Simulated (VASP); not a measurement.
Ta3AsAu2O13, 19 atoms in the cell. The typed cell holds 19 atoms: a = 5.402 Å, b = 5.959 Å, c = 8.675 Å, α = 100.05°, β = 94.76°, γ = 109.79°. The cell was built by a generator and needn't be a form met in nature.

```yaml
Program: VASP 6.6.1
Task: band structure
Functional: PBE
Potentials_or_basis: VASP PAW PBE potentials, release 64 (Ta_pv, As, Au, O)
Cutoff: 520 eV
k_mesh: 6 × 5 × 3
Occupations: fermi-dirac, width 0.05 eV
Spin: spin-orbit coupling, no magnetisation
Further_INCAR_settings: ALGO = Normal; EDIFF = 1e-06
```

Potentials or basis: VASP PAW PBE potentials, release 64 (Ta_pv, As, Au, O).

Launch:

```bash
$ cat potpaw_PBE.64/Ta_pv/POTCAR potpaw_PBE.64/As/POTCAR potpaw_PBE.64/Au/POTCAR potpaw_PBE.64/O/POTCAR > POTCAR
$ cp INCAR.step1 INCAR
$ cp KPOINTS.step1 KPOINTS
$ mpirun -np 4 vasp_ncl > vasp.out
$ cp INCAR.step2 INCAR
$ cp KPOINTS.step2 KPOINTS
$ mpirun -np 4 vasp_ncl > vasp.out
```

Hardware: 4 MPI ranks on Intel(R) Xeon(R) Platinum 8375C CPU @ 2.90GHz (Ice Lake), on a shared host.

Q: Estimate the wall time of this run.

A: Wall time 69 min on 4 MPI ranks on Intel(R) Xeon(R) Platinum 8375C CPU @ 2.90GHz (Ice Lake) (shared host), peak memory 4.8 GiB a rank. Counts: scf iterations 9, k points 105.
